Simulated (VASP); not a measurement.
VASP ran on this input.

**INCAR**
```
SYSTEM = In
ISMEAR = 1   ! Methfessel-Paxton
PREC = Accurate
LREAL = F   ! projection in real space or not
SIGMA = 0.1   ! width (eV)
ISIF = 2
LMIXTAU = T
LCHARG = F
LWAVE = F
ALGO = Normal   ! blocked Davidson
LASPH = T   ! aspherical one-centre terms
NELM = 100
METAGGA = R2SCAN
LMAXMIX = 4   ! l cut-off of mixed one-centre charges
EDIFF = 1E-7   ! SCF stop (eV)
ENCUT = 480   ! plane-wave cut-off (eV)
```

### KPOINTS
```
kpoints
0
gamma
 14 14 14
```

**POSCAR**
```
In
1
   -1.6022342061     1.6022342061     2.4795282445
    1.6022342061    -1.6022342061     2.4795282445
    1.6022342061     1.6022342061    -2.4795282445
In
1
Direct
  0.0000000000   1.0000000000   1.0000000000
```

POTCAR, in this order: In_d (PBE.64 set). Program: vasp_std.

Q: Translate this r2SCAN calculation to Ansatz.

A: One equivalent input (not run):
Ansatz 0.2 input:
```yaml
crystal:
  lattice:
    - [-1.6022342, 1.6022342, 2.4795282]
    - [1.6022342, -1.6022342, 2.4795282]
    - [1.6022342, 1.6022342, -2.4795282]
  atoms:
    - { symbol: In, position: [0.0000000, 1.0000000, 1.0000000] }
kpoints:
  mp_grid: { grid: [14, 14, 14] }
hamiltonian:
  xc: r2scan
  pseudopotentials: { kind: paw }
scf:
  occupations: { method: methfessel_paxton, width: 0.1 }
  max_iter: 100
output: { forces: true, stress: true, eigenvalues: true }
```
Limits of the translation: each code has its own PAW files, so the cut-off isn't converted (ENCUT is set for VASP's; basis.ecutwfc is left out, and Ansatz then takes the one that its files recommend); Ansatz stops its SCF on the density residual and VASP on the energy change (EDIFF).

The compound is In in the bct structure. This cell was strained or had an atom moved on purpose.
